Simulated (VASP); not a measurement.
Data:

```
CELL_PARAMETERS angstrom
      3.94086     0.00000     0.00000
      0.00000     3.94086     0.00000
      0.00000     0.00000     4.00432
ATOMIC_POSITIONS crystal
  Ba 0.00000 0.00000 0.00040
  Ti 0.50000 0.50000 0.51438
  O  0.50000 0.50000 0.97755
  O  0.00000 0.50000 0.48584
  O  0.50000 0.00000 0.48584
```

Calculation: LDA (Ceperley-Alder, Perdew-Zunger), VASP's LDA PAW potentials (set 64) (plane waves; VASP). Numerical set-up: 520 eV cut-off, 6×6×6 Γ-centred mesh, tetrahedra with Blöchl corrections, potentials Ba_sv Ti_sv O.

The cores are frozen, which limits the accuracy of field gradients.

Problem. Give the principal components of the electric field gradient (V/Å²) and the asymmetry η at each nucleus.

Solution. 
```json
[
 {"atom": "Ba1", "Vxx": "1.8", "Vyy": "1.8", "Vzz": "-3.7", "η": "0.00"},
 {"atom": "Ti2", "Vxx": "-4.3", "Vyy": "-4.3", "Vzz": "8.6", "η": "0.00"},
 {"atom": "O3", "Vxx": "-6.7", "Vyy": "-6.7", "Vzz": "13.3", "η": "0.00"},
 {"atom": "O4", "Vxx": "-10.8", "Vyy": "-8.3", "Vzz": "19.1", "η": "0.13"},
 {"atom": "O5", "Vxx": "-10.8", "Vyy": "-8.3", "Vzz": "19.1", "η": "0.13"}
]
```

The compound is BaTiO3 in the tetragonal perovskite structure. It was relaxed first.
